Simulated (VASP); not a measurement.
Consider the following.

```xyz
2
Lattice="0.0000 3.3163 3.3163 3.3163 0.0000 3.3163 3.3163 3.3163 0.0000" Properties=species:S:1:pos:R:3 pbc="T T T"
Sr     0.0000     0.0000     0.0000
Te     3.3163     3.3163     3.3163
```

The numbers are results of PBE GGA with D4 dispersion, VASP's PBE PAW potentials (set 64) (plane waves; VASP), not measurements. Settings: 520 eV cut-off, Gaussian smearing of 0.050 eV, potentials Sr_sv Te.

Unless said otherwise, spin-orbit coupling is left out, though it shifts the bands of the heavy elements here.

**Question.** Give the energies of bands 6 to 11 at the high-symmetry points, in eV from the valence-band maximum.

**Answer.** 
| band | Γ | X | U | L | W |
|---|---|---|---|---|---|
| 6 | 0.00 | -2.01 | -1.81 | -2.88 | -1.60 |
| 7 | 0.00 | -0.75 | -1.78 | -1.14 | -1.60 |
| 8 | 0.00 | -0.75 | -0.98 | -1.14 | -1.55 |
| 9 | 2.91 | 1.66 | 2.78 | 3.89 | 3.93 |
| 10 | 3.26 | 3.94 | 4.97 | 5.19 | 3.93 |
| 11 | 3.26 | 4.84 | 5.55 | 5.36 | 4.50 |

The gap is indirect, 1.66 eV, from the valence maximum at Γ to the conduction minimum at X.

The compound is SrTe in the rock salt structure. It was relaxed first.
